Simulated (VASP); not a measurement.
Input:

```
PtS2
1.0
    3.40348     0.00000     0.00000
   -1.70174     2.94750     0.00000
    0.00000     0.00000    16.79262
Pt S
1 2
Cartesian
  0.00000   0.00000   8.39631
  0.00000   1.96500   9.79262
  1.70174   0.98250   7.00001
```

Method: revPBE GGA, VASP's PBE PAW potentials (set 64) (plane waves; VASP). Settings: 300 eV cut-off, 9×9×1 Γ-centred mesh, Fermi-Dirac smearing of 0.14 eV, potentials Pt S.

At this cut-off the stress carries a Pulay error, which pulls relaxed volumes low. The cell holds a wide vacuum, so values per volume refer to the whole cell.

Problem. Which forces act on the atoms, in eV/Å?

Solution. 
```csv
atom,Fx,Fy,Fz
Pt1,0.000,0.000,0.000
S2,0.000,0.000,-0.764
S3,0.000,0.000,0.764
```

Problem. Give the stress tensor in GPa (positive for a compressed cell).

Solution. 
```
 2.20   0.00   0.00
 0.00   2.20   0.00
 0.00   0.00  -2.19
```
The pressure is its mean diagonal, 0.73 GPa.

The cell is a sheet with vacuum, built from a generated structure.
